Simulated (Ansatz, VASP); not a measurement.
Si: VASP beside Ansatz

The input INCAR:

```
SYSTEM = Si
  PREC = Accurate
  ENCUT = 520
  EDIFF = 1E-7
  ISMEAR = 0
  SIGMA = 0.05
  LREAL = .FALSE.
  LASPH = .TRUE.
  NELM = 150
  ALGO = Fast
  ISIF = 2
  LWAVE = .FALSE.
  LCHARG = .FALSE.
  ISPIN = 2
  MAGMOM = 0 0 0 0 2
  LORBIT = 11
  LDIPOL = .TRUE.
  IDIPOL = 3
  DIPOL = 0.5 0.5 0.303
  NBANDS = 22
```

File KPOINTS:

```
Automatic mesh
0
G
  9 9 1
  0 0 0
```

POSCAR

```
Si
1.0
    3.8197534856      0.0000000000      0.0000000000
   -1.9098767428      3.3080035547      0.0000000000
    0.0000000000      0.0000000000     20.8774703619
Si
5
Direct
    0.3333333333      0.6666666667      0.1915940931
    0.0000000000      0.0000000000      0.2289407592
    0.0000000000      0.0000000000      0.3465910495
    0.6666666667      0.3333333333      0.3773191975
    1.3333333333     -0.3333333333      0.3682184780
```

Input for Ansatz:

```yaml
crystal:
  lattice:
    - [3.8197534856, 0.0, 0.0]
    - [-1.9098767428, 3.3080035547, 0.0]
    - [0.0, 0.0, 20.8774703619]
  atoms:
    - { symbol: Si, position: [0.3333333333, 0.6666666667, 0.1915940931] }
    - { symbol: Si, position: [0.0, 0.0, 0.2289407592] }
    - { symbol: Si, position: [0.0, 0.0, 0.3465910495] }
    - { symbol: Si, position: [0.6666666667, 0.3333333333, 0.3773191975] }
    - { symbol: Si, position: [1.3333333333, -0.3333333333, 0.368218478], spin: 2.0 }
basis:
  ecutwfc: 420
kpoints:
  mp_grid: { grid: [9, 9, 1] }
hamiltonian:
  xc: lda
scf:
  occupations: { method: gaussian, width: 0.05 }
output:
  forces: true
  eigenvalues: true
  populations: true
magnetization:
  spin_polarized: true
efield:
  axis: 3
  dipole_correction: true
  ramp_width: 0.04
```

Alike in both runs: task single point; functional LDA; k mesh 9 × 9 × 1; occupations gaussian, width 0.05 eV; collinear spin.

|  | VASP | Ansatz |
| --- | --- | --- |
| version | VASP 6.6.1 | Ansatz 0.2.0 |
| potentials or method | VASP PAW LDA potentials, release 64 (Si) | scalar-relativistic, plane waves, PAW |
| plane-wave cutoff (eV) | 520 | 420 |
| valence electrons in the cell | 20 | 20 |

VASP gave:

```
gap on the k mesh at the Fermi level (eV) : none
rms of the force components (eV/Å)        : 0.655
net moment per atom (μB)                  : 0.00
```

Question: What did Ansatz give for the same quantities?

Answer: gap on the k mesh at the Fermi level (eV): none; rms of the force components (eV/Å): 0.652; net moment per atom (μB): 0.00.

Atom by atom the forces differ by 0.003 eV/Å (rms over components). A gap of «none» marks a metal or a gap that the smearing closes. Ansatz warned: «seeded_moment_not_kept».
